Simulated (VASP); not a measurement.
Given:

```
TaN
1.0
    0.00000     2.17528     2.17528
    2.17528     0.00000     2.17528
    2.17528     2.17528     0.00000
Ta N
1 1
Direct
  0.50000   0.50000   0.50000
  0.00000   0.00000   0.00000
```

All values below come from PBE GGA, VASP's PBE PAW potentials (set 64) (plane waves; VASP). Run with 400 eV cut-off, 13×13×13 Γ-centred mesh, Gaussian smearing of 0.20 eV, potentials Ta_pv N.

### Question
Give the energies of bands 5 to 11 at the high-symmetry points, in eV from the Fermi level.

### Answer

```csv
band,Γ,X,U,L,W
5,-3.94,-6.75,-7.92,-10.68,-7.70
6,-3.94,-5.73,-6.95,-7.85,-6.95
7,-3.94,-4.75,-6.38,-7.85,-6.95
8,-2.23,-4.75,-2.35,1.98,-0.22
9,-2.23,2.19,2.55,1.98,-0.22
10,-2.23,3.70,2.66,2.07,3.72
11,0.04,3.70,4.84,3.90,4.31
```

It has no gap at this level: it comes out as a metal or semimetal.

The structure comes from a computed database's TaN entry; how it stands against other phases isn't given here. The cell was not relaxed at this level. VASP warned that the highest band is occupied, so more bands are needed.
